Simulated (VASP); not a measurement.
H2CSO, 30 atoms in the cell. The cell holds a amorphous, 30 atoms: a = 8.785 Å, b = 8.785 Å, c = 8.785 Å, α = 90.00°, β = 90.00°, γ = 90.00°. The cell was built by a generator and needn't be a form met in nature.

- Program: VASP 6.6.1
- Task: single point
- Functional: PBE
- Potentials or basis: VASP PAW PBE potentials, release 64 (H, O, C, S)
- Cutoff: 520 eV
- k mesh: 1 × 1 × 1
- Occupations: fermi-dirac, width 0.05 eV
- Spin: no spin polarisation
- Dipole correction: no
- Further INCAR settings: LREAL = Auto; ALGO = Normal; EDIFF = 1e-07; NBANDS = 75

Potentials or basis: VASP PAW PBE potentials, release 64 (H, O, C, S).

Launch:

```console
$ cat potpaw_PBE.64/H/POTCAR potpaw_PBE.64/O/POTCAR potpaw_PBE.64/C/POTCAR potpaw_PBE.64/S/POTCAR > POTCAR
$ mpirun -np 1 vasp_gam > vasp.out
```

Hardware: 1 thread of Intel(R) Xeon(R) Platinum 8259CL CPU @ 2.50GHz (Skylake/Cascade Lake), with other jobs on the host.

Estimate the wall time of this run.

Run time: 2.7 min on 1 thread of Intel(R) Xeon(R) Platinum 8259CL CPU @ 2.50GHz (Skylake/Cascade Lake) (shared host), peak memory 0.7 GiB. Counts: scf iterations 20, k points 1.
